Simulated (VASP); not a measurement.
Set up this calculation in VASP 6.6.1, as the native input.

- Task: single point
- Functional: LDA
- Potentials or basis: VASP PAW LDA potentials, release 64 (Ru_pv, S)
- Cutoff: 520 eV
- k mesh: 6 × 6 × 6
- Occupations: gaussian, width 0.05 eV
- Spin: collinear spin, ferromagnetic start
- Starting moments: [1.0, 0.0, 0.0] μB
- Fixed moment: 2 μB
- Hubbard terms: Ru d U = 8 eV
- Further INCAR settings: ALGO = Normal; EDIFF = 1e-06; NBANDS = 24

The structure of RuS2 lies in POSCAR:

```
RuS2
1.0
    1.8145504000      1.0476311600      5.4860692600
   -1.8145504000      1.0476311600      5.4860692600
    0.0000000000     -2.0952623200      5.4860692600
Ru S
1 2
Direct
    0.0000000000      0.0000000000      0.0000000000
    0.2520000000      0.2520000000      0.2520000000
    0.7480000000      0.7480000000      0.7480000000
```

The cell was built by a generator and needn't be a form met in nature.

One way to write it, as run:

INCAR

```
PREC = Accurate
ENCUT = 520
EDIFF = 1E-6
ISMEAR = 0
SIGMA = 0.05
LREAL = F
LASPH = T
NELM = 80
ALGO = Normal
ISIF = 2
LWAVE = F
LCHARG = F
ISPIN = 2
MAGMOM = 1 0 0
LORBIT = 11
NUPDOWN = 2
LMAXMIX = 4
LDAU = T
LDAUTYPE = 2
LDAUL = 2 -1
LDAUU = 8 0
LDAUJ = 0 0
LDAUPRINT = 1
NBANDS = 24
```

KPOINTS

```
regular mesh
0
Gamma
  6 6 6
```

Potentials or basis: VASP PAW LDA potentials, release 64 (Ru_pv, S).

Launch:

```sh
$ cat potpaw_LDA.64/Ru_pv/POTCAR potpaw_LDA.64/S/POTCAR > POTCAR
$ mpirun -np 1 vasp_std > vasp.out
```

Results of the run:

| Item | Value |
| --- | --- |
| Pressure | -8.4 GPa |
| Largest force | 0.703 eV/Å |
| Net moment | 2.00 μB per cell |
| Site moments | Ru +2.28; S -0.12 μB |
| Valence electrons inside the program's atomic spheres | Ru 12.33; S 3.64 |

Caveat: the total moment is fixed, so each spin has its own Fermi level.

Wall time 5.8 min on 1 thread of AMD EPYC 7R43 64-Core Processor (Zen 3), with other jobs on the host, peak memory 0.26 GiB.
